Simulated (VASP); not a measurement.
# CsLiCr2Te2S3 (P1) in VASP: notebook

One crystal, CsLiCr2Te2S3, is run at these levels: PBE; tasks: band structure, density of states.

Program: VASP 6.6.1. These are calculated values, not measurements. Logs are shortened: lines on timing, memory, paths and dates and some standing lists are left out, and cuts for length are marked.

**1. The structure**

The typed cell holds 9 atoms: a = 6.108 Å, b = 6.358 Å, c = 7.995 Å, α = 101.14°, β = 99.87°, γ = 111.27°.

The cell was built by a generator and needn't be a form met in nature.

**2. Band structure, PBE, collinear spin, ferromagnetic start**

POSCAR

```
CsLiCr2Te2S3
1.0
    6.1079200000     -0.0188600000      0.0058100000
   -2.2882200000      5.9315100000      0.0033300000
   -1.3846200000     -2.1939500000      7.5626000000
Cs Li Cr Te S
1 1 2 2 3
Direct
    0.0634800000      0.1017800000      0.9939400000
    0.5702600000      0.5814300000      0.5740300000
    0.0780100000      0.5013800000      0.5799000000
    0.4316200000      0.0297200000      0.5372200000
    0.5445800000      0.7673200000      0.2819800000
    0.0114300000      0.6593200000      0.2990200000
    0.7780000000      0.3713300000      0.7077300000
    0.3940200000      0.8250800000      0.7487500000
    0.1960500000      0.2300900000      0.4864600000
```

INCAR.step1

```
ALGO = Fast ; EDIFF = 1E-7
ENCUT = 520 ; GGA = PE
ISIF = 2 ; ISMEAR = -1
ISPIN = 2 ; KPAR = 4
LASPH = T ; LCHARG = T
LMAXMIX = 4 ; LORBIT = 11
LREAL = F ; LWAVE = F
MAGMOM = 0 0 3 3 0 0 0 0 0 ; NBANDS = 47
NELM = 120 ; PREC = Accurate
SIGMA = 0.05
```

KPOINTS.step1

```
k-points
0
Gamma
  5 5 4
```

INCAR.step2

```
ALGO = Fast ; EDIFF = 1E-7
ENCUT = 520 ; GGA = PE
ICHARG = 11 ; ISIF = 2
ISMEAR = 0 ; ISPIN = 2
KPAR = 4 ; LASPH = T
LCHARG = F ; LMAXMIX = 4
LORBIT = 11 ; LREAL = F
LWAVE = F ; MAGMOM = 0 0 3 3 0 0 0 0 0
NBANDS = 47 ; NELM = 120
PREC = Accurate ; SIGMA = 0.05
```

KPOINTS.step2

```
path XGY,LGZ,NGM,RG
15
line-mode
reciprocal
-0.5000000000  0.0000000000  0.0000000000  X
 0.0000000000  0.0000000000  0.0000000000  G

 0.0000000000  0.0000000000  0.0000000000  G
 0.0000000000  0.0000000000  0.5000000000  Y

-0.5000000000  0.0000000000  0.5000000000  L
 0.0000000000  0.0000000000  0.0000000000  G

 0.0000000000  0.0000000000  0.0000000000  G
 0.0000000000  0.5000000000 -0.5000000000  Z

-0.5000000000  0.5000000000 -0.5000000000  N
 0.0000000000  0.0000000000  0.0000000000  G

 0.0000000000  0.0000000000  0.0000000000  G
 0.0000000000  0.5000000000  0.0000000000  M

-0.5000000000  0.5000000000  0.0000000000  R
 0.0000000000  0.0000000000  0.0000000000  G
```

Potentials or basis: VASP PAW PBE potentials, release 64 (Cs_sv, Li_sv, Cr_pv, Te, S).

Launch:

```sh
cat potpaw_PBE.64/Cs_sv/POTCAR potpaw_PBE.64/Li_sv/POTCAR potpaw_PBE.64/Cr_pv/POTCAR potpaw_PBE.64/Te/POTCAR potpaw_PBE.64/S/POTCAR > POTCAR
cp INCAR.step1 INCAR
cp KPOINTS.step1 KPOINTS
mpirun -np 4 vasp_std > vasp.out
cp INCAR.step2 INCAR
cp KPOINTS.step2 KPOINTS
mpirun -np 4 vasp_std > vasp.out
```

OUTCAR:

```text
EDIFF = 1E-7
   ENCUT = 520
   GGA = PE
   ICHARG = 11
   ISIF = 2
   ISMEAR = 0
   ISPIN = 2
   LASPH = T
   LORBIT = 11
   LREAL = F
   NELM = 120
   PREC = Accurate

 ion  position               nearest neighbor table
   1  0.063  0.102  0.994-
   2  0.570  0.581  0.574-   9 2.42   7 2.42   8 2.53   5 2.82   3 2.87
   3  0.078  0.501  0.580-   9 2.15   8 2.22   7 2.23   6 2.66   2 2.87
   4  0.432  0.030  0.537-   9 2.28   8 2.32   7 2.36   5 2.73   6 2.82
   5  0.545  0.767  0.282-   4 2.73   2 2.82   6 3.11   6 3.15
   6  0.011  0.659  0.299-   3 2.66   4 2.82   5 3.11   5 3.15
   7  0.778  0.371  0.708-   3 2.23   4 2.36   2 2.42
   8  0.394  0.825  0.749-   3 2.22   4 2.32   2 2.53
   9  0.196  0.230  0.486-   3 2.15   4 2.28   2 2.42

  LATTYP: Found a triclinic cell.
 ALAT       =     7.0391492137
 B/A-ratio  =     2.2477581351
 C/A-ratio  =     1.2473194634
 COS(alpha) =     0.0034065765
 COS(beta)  =     0.5073740706
 COS(gamma) =     0.8166993666

  Lattice vectors:

 A1 = (  -3.8197000000,  -5.9126500000,  -0.0091400000)
 A2 = ( -11.3122400000,  -8.0877400000,   7.5476500000)
 A3 = (  -2.4350800000,  -3.7187000000,  -7.5717400000)

Analysis of symmetry for initial positions (statically):
=====================================================================
 Subroutine PRICEL returns:
 Original cell was already a primitive cell.

 Routine SETGRP: Setting up the symmetry group for a
 triclinic supercell.

 Subroutine GETGRP returns: Found  1 space group operations
 (whereof  1 operations were pure point group operations)
 out of a pool of  2 trial point group operations.

The static configuration has the point symmetry C_1 .

Analysis of symmetry for dynamics (positions and initial velocities):
=====================================================================
 Subroutine PRICEL returns:
 Original cell was already a primitive cell.

 Routine SETGRP: Setting up the symmetry group for a
 triclinic supercell.

 Subroutine GETGRP returns: Found  1 space group operations
 (whereof  1 operations were pure point group operations)
 out of a pool of  2 trial point group operations.

The dynamic configuration has the point symmetry C_1 .

Analysis of structural, dynamic, and magnetic symmetry:
=====================================================================
 Subroutine PRICEL returns:
 Original cell was already a primitive cell.

 Routine SETGRP: Setting up the symmetry group for a
 triclinic supercell.

 Subroutine GETGRP returns: Found  1 space group operations
 (whereof  1 operations were pure point group operations)
 out of a pool of  2 trial point group operations.

The overall configuration has the point symmetry C_1 .

 Subroutine INISYM returns: Found  1 space group operations
 (whereof  1 operations are pure point group operations),
 and found     1 'primitive' translations

----------------------------------------------------------------------------------------

                                     Primitive cell

  volume of cell :     273.7821

  direct lattice vectors                    reciprocal lattice vectors
     6.107920000 -0.018860000  0.005810000     0.163870997  0.063189970  0.048334527
    -2.288220000  5.931510000  0.003330000     0.000474406  0.168746616  0.049041138
    -1.384620000 -2.193950000  7.562600000    -0.000126103 -0.000122849  0.132170929

  length of vectors
     6.107951881  6.357576011  7.995217815     0.182161748  0.175728992  0.132171046

  position of ions in fractional coordinates (direct lattice)
     0.063480000  0.101780000  0.993940000
     0.570260000  0.581430000  0.574030000
     0.078010000  0.501380000  0.579900000
     0.431620000  0.029720000  0.537220000
     0.544580000  0.767320000  0.281980000
     0.011430000  0.659320000  0.299020000
     0.778000000  0.371330000  0.707730000
     0.394020000  0.825080000  0.748750000
     0.196050000  0.230090000  0.486460000

  ion indices of the primitive-cell ions
   primitive index   ion index
                 1           1
                 2           2
                 3           3
                 4           4
                 5           5
                 6           6
                 7           7
                 8           8
                 9           9

----------------------------------------------------------------------------------------

 KPOINTS: path XGY,LGZ,NGM,RG

Interpolating k-points between supplied coordinates.

 Line segments in fractional coordinates (reciprocal lattice):
   -0.500000  0.000000  0.000000  ...  0.000000  0.000000  0.000000
    0.000000  0.000000  0.000000  ...  0.000000  0.000000  0.500000
   -0.500000  0.000000  0.500000  ...  0.000000  0.000000  0.000000
    0.000000  0.000000  0.000000  ...  0.000000  0.500000 -0.500000
   -0.500000  0.500000 -0.500000  ...  0.000000  0.000000  0.000000
    0.000000  0.000000  0.000000  ...  0.000000  0.500000  0.000000
   -0.500000  0.500000  0.000000  ...  0.000000  0.000000  0.000000

 Generated    15 points on each line segment, for a total of    105 k-points:

 Following reciprocal coordinates:
            Coordinates               Weight
 -0.500000  0.000000  0.000000      0.009524
 -0.464286  0.000000  0.000000      0.009524
 -0.428571  0.000000  0.000000      0.009524
 -0.392857  0.000000  0.000000      0.009524
 -0.357143  0.000000  0.000000      0.009524
 -0.321429  0.000000  0.000000      0.009524
[... 16 lines left out ...]
  0.000000  0.000000  0.250000      0.009524
  0.000000  0.000000  0.285714      0.009524
 [... further k-points ...]
   k-points           NKPTS =    105   k-points in BZ     NKDIM =    105   number of bands    NBANDS=     47
   number of dos      NEDOS =    301   number of ions     NIONS =      9
   total plane-waves  NPLWV = 138240
   dimension x,y,z NGX =    48 NGY =   48 NGZ =   60
   dimension x,y,z NGXF=    96 NGYF=   96 NGZF=  120
   ions per type =               1   1   2   2   3
   NGX,Y,Z   is equivalent  to a cutoff of  13.06, 12.55, 12.48 a.u.
   NGXF,Y,Z  is equivalent  to a cutoff of  26.13, 25.10, 24.95 a.u.
 SYSTEM =  unknown system
   PREC   = accura    normal or accurate (medium, high low for compatibility)
   ISTART =      0    job   : 0-new  1-cont  2-samecut
   ICHARG =     11    charge: 1-file 2-atom 10-const
   ISPIN  =      2    spin polarized calculation?
   LNONCOLLINEAR =      F non collinear calculations
   LSORBIT =      F    spin-orbit coupling
   LASPH  =      T    aspherical Exc in radial PAW
   ENCUT  =  520.0 eV  38.22 Ry    6.18 a.u.  11.36 11.82 14.87*2*pi/ulx,y,z
   NELM   =    120;   NELMIN=  2; NELMDL=  0     # of ELM steps
   EDIFF  = 0.1E-06   stopping-criterion for ELM
   LREAL  =      F    real-space projection
   EDIFFG = 0.1E-05   stopping-criterion for IOM
   NSW    =      0    number of steps for IOM
   IBRION =     -1    ionic relax: 0-MD 1-quasi-New 2-CG
   NFREE  =      0    steps in history (QN), initial steepest desc. (CG)
   ISIF   =      2    stress and relaxation
   ISYM   =      2    0-nonsym 1-usesym 2-fastsym
   POTIM  = 0.5000    time-step for ionic-motion
   TEBEG  =    0.0;   TEEND  =   0.0 temperature during run
   PSTRESS=    0.0 pullay stress
   NELECT =      66.0000    total number of electrons
   NUPDOWN=      -1.0000    fix difference up-down
   EMIN   =  10.00;   EMAX   =-10.00  energy-range for DOS
   EFERMI =   0.00;   METHOD = LEGACY
   ISMEAR =     0;   SIGMA  =   0.05  broadening in eV -4-tet -1-fermi 0-gaus
   EFERMI_NEDOS =   21; number of points for ismear=-14 and -15
   IALGO  =     68    algorithm
   IMIX   =      4    mixing-type and parameters
     AMIX     =   0.40;   BMIX     =  1.00
     AMIX_MAG =   1.60;   BMIX_MAG =  1.00
  volume/ion in A,a.u.               =      30.42       205.29
  Fermi-wavevector in a.u.,A,eV,Ry     =   1.018876  1.925396 14.124308  1.038107
  Thomas-Fermi vector in A             =   2.152358
   LORBIT       =     11    0 simple, 1 ext, 2 COOP (PROOUT), +10 PAW based schemes
   GGA     = PE    functional components
   LHFCALC =     F    Hartree Fock is set to
   AEXX    =    0.0000 exact exchange contribution
   IVDW    =     0    specifies the selected vdW correction
   LEPSILON=     F    determine dielectric tensor
   LRPA    =     F    only Hartree local field effects (RPA)
 spin polarized calculation
 RMM-DIIS sequential band-by-band and
 Gauss-broadening in eV      SIGMA  =   0.05
  energy-cutoff  :      520.00
  volume of cell :      273.78
 maximum number of plane-waves:      7400
 NGX is ok and might be reduce to    48

 number of electron      66.0000018 magnetization       5.4162721

 Free energy of the ion-electron system (eV)
  ---------------------------------------------------
  ext. energy  EPLUGINS =         0.00000000
  ---------------------------------------------------
  free energy    TOTEN  =       -46.76217610 eV

  energy without entropy =      -46.75999485  energy(sigma->0) =      -46.76108548

 E-fermi :   2.9932     XC(G=0):  -8.0833

 val. band max:        2.9931155355   @ k =  -0.3929   0.3929   0.0000
 cond. band min:       2.9931608114   @ k =  -0.3571   0.3571   0.0000
 fundamental gap:      0.0000452759
 Fermi energy:         2.9931519432

 spin component 1

 k-point     1 :      -0.5000    0.0000    0.0000
  band No.  band energies     occupation
      1     -42.8676      1.00000
      2     -41.5229      1.00000
      3     -41.4776      1.00000
      4     -41.4613      1.00000
      5     -41.4145      1.00000
      6     -41.4122      1.00000
[... 1141 lines left out ...]
     44       7.2644      0.00000
     45       7.4709      0.00000

 [... further k-points ...]

 spin component 2

 k-point     1 :      -0.5000    0.0000    0.0000
  band No.  band energies     occupation
      1     -42.8653      1.00000
      2     -39.0853      1.00000
      3     -38.9515      1.00000
      4     -38.7023      1.00000
      5     -38.5773      1.00000
      6     -38.5165      1.00000
[... 1141 lines left out ...]
     44       7.4333      0.00000
     45       7.6476      0.00000

 [... further k-points ...]

 [bands above 45 left out]

------------------------ aborting loop because EDIFF is reached ----------------------------------------

  FORCE on cell =-STRESS in cart. coord.  units (eV):
  Direction    XX          YY          ZZ          XY          YZ          ZX
  --------------------------------------------------------------------------------------
  -------------------------------------------------------------------------------------
  Total        4.7342469      3.6350861      6.4425390     -0.3747331      0.5525075      0.1822852
  in kB       27.7048918     21.2725844     37.7018455     -2.1929442      3.2332833      1.0667359
  external PRESSURE =      28.8931073 kB  Pullay stress =       0.0000000 kB

 VOLUME and BASIS-vectors are now :
 -----------------------------------------------------------------------------
  energy-cutoff  :      520.00
  volume of cell :      273.78
      direct lattice vectors                 reciprocal lattice vectors
     6.107920000 -0.018860000  0.005810000     0.163870997  0.063189970  0.048334527
    -2.288220000  5.931510000  0.003330000     0.000474406  0.168746616  0.049041138
    -1.384620000 -2.193950000  7.562600000    -0.000126103 -0.000122849  0.132170929

 POSITION                                       TOTAL-FORCE (eV/Angst)
 -----------------------------------------------------------------------------------
     -1.22139     -1.57814      7.51748        -0.012882     -0.042340     -0.062153
      1.35785      2.17861      4.34641        -0.062367     -0.158604      0.006232
     -1.47373      1.70020      4.38767        -0.169207      0.167581      0.095907
      1.82445     -1.01049      4.06539         0.157223      0.036650      0.259360
      1.18002      3.92245      2.13822        -0.030496     -0.098167     -0.064637
     -1.85288      3.25451      2.26363         0.090957      0.078031      0.098808
      2.92234      0.63515      5.35804         0.036668      0.154285     -0.179518
     -0.51806      3.24382      5.66753        -0.082437     -0.092602     -0.187793
     -0.00260      0.29381      3.68081         0.072542     -0.044833      0.033795
 -----------------------------------------------------------------------------------
    total drift:                               -0.030035     -0.015607     -0.026783

  FREE ENERGIE OF THE ION-ELECTRON SYSTEM (eV)
  ---------------------------------------------------
  free  energy   TOTEN  =       -46.7621760985 eV

  energy  without entropy=      -46.7599948535  energy(sigma->0) =      -46.76108548

 total charge

# of ion       s       p       d       tot
------------------------------------------
    1        1.831   4.704   0.024   6.559
    2        2.018   0.056   0.000   2.074
    3        0.338   6.296   4.265  10.898
    4        0.282   6.244   4.146  10.673
    5        1.386   1.912   0.021   3.319
    6        1.393   1.874   0.031   3.298
    7        1.332   2.405   0.000   3.736
    8        1.337   2.395   0.000   3.732
    9        1.340   2.423   0.000   3.763
--------------------------------------------------
tot         11.256  28.309   8.487  48.052

 magnetization (x)

# of ion       s       p       d       tot
------------------------------------------
    1        0.000  -0.000   0.002   0.001
    2        0.001   0.001   0.000   0.002
    3        0.037   0.031   2.555   2.622
    4        0.038   0.034   2.897   2.969
    5       -0.001  -0.040   0.003  -0.038
    6       -0.003  -0.104   0.005  -0.101
    7       -0.003  -0.062   0.000  -0.065
    8       -0.003  -0.085   0.000  -0.088
    9       -0.001  -0.088   0.000  -0.090
--------------------------------------------------
tot          0.065  -0.314   5.462   5.213
```

Run time: 25 min. Hardware: 4 MPI ranks of AMD EPYC 9R45 (Zen 5), shared host; peak memory 1.9 GiB.

Results:

```
Band gap along the path : none (metal or under the smearing width)
Net moment              : 5.42 μB per cell
```

Levels at the corners of the path, in eV from the Fermi level:
Spin up:
```
point  band 33  band 34  band 35  band 36  band 37  band 38  band 39  band 40
    X    -0.93    -0.78    -0.47    -0.09     0.12     0.47     0.56     0.90
    Γ    -1.03    -0.80    -0.62    -0.26     0.53     0.74     1.07     1.42
    Γ    -1.03    -0.80    -0.62    -0.26     0.53     0.74     1.07     1.42
    Y    -1.04    -0.86    -0.61    -0.25     0.49     0.59     1.01     1.48
    L    -0.97    -0.74    -0.40    -0.26     0.17     0.51     0.56     0.70
    Γ    -1.03    -0.80    -0.62    -0.26     0.53     0.74     1.07     1.42
    Γ    -1.03    -0.80    -0.62    -0.26     0.53     0.74     1.07     1.42
    Z    -0.96    -0.59    -0.45     0.10     0.37     0.50     0.64     1.37
    N    -0.73    -0.67    -0.33    -0.06     0.05     0.40     0.49     0.79
    Γ    -1.03    -0.80    -0.62    -0.26     0.53     0.74     1.07     1.42
    Γ    -1.03    -0.80    -0.62    -0.26     0.53     0.74     1.07     1.42
    M    -1.09    -0.58    -0.45     0.15     0.34     0.52     0.74     1.45
    R    -0.75    -0.70    -0.35    -0.08     0.06     0.59     0.65     0.77
    Γ    -1.03    -0.80    -0.62    -0.26     0.53     0.74     1.07     1.42
```
Spin down:
| point | band 28 | band 29 | band 30 | band 31 | band 32 | band 33 |
| --- | --- | --- | --- | --- | --- | --- |
| X | -1.88 | -1.80 | -0.79 | -0.65 | 0.79 | 0.98 |
| Γ | -1.66 | -1.53 | -1.29 | 0.49 | 0.88 | 0.98 |
| Γ | -1.66 | -1.53 | -1.29 | 0.49 | 0.88 | 0.98 |
| Y | -1.69 | -1.47 | -1.31 | 0.54 | 0.85 | 0.96 |
| L | -1.93 | -1.70 | -0.81 | -0.67 | 0.81 | 1.02 |
| Γ | -1.66 | -1.53 | -1.29 | 0.49 | 0.88 | 0.98 |
| Γ | -1.66 | -1.53 | -1.29 | 0.49 | 0.88 | 0.98 |
| Z | -1.83 | -1.26 | -1.22 | 0.60 | 0.71 | 0.98 |
| N | -2.09 | -1.48 | -0.82 | -0.55 | 0.80 | 1.11 |
| Γ | -1.66 | -1.53 | -1.29 | 0.49 | 0.88 | 0.98 |
| Γ | -1.66 | -1.53 | -1.29 | 0.49 | 0.88 | 0.98 |
| M | -1.85 | -1.25 | -1.17 | 0.60 | 0.72 | 1.00 |
| R | -1.83 | -1.46 | -0.83 | -0.57 | 0.78 | 1.14 |
| Γ | -1.66 | -1.53 | -1.29 | 0.49 | 0.88 | 0.98 |

Caveat: the cutoff is under 1.25 times the usual one of these potentials, so pressure, stress and relaxed cells hold a basis-set (Pulay) error; the log is that of the step along the path at fixed density, whose energy, stress, charges and moments have no meaning; spin-orbit coupling is left out, which moves the levels of the heavy elements; only a ferromagnetic start was run, and an antiferromagnetic order may lie lower in energy.

(Part 1 of 2 ends here.)
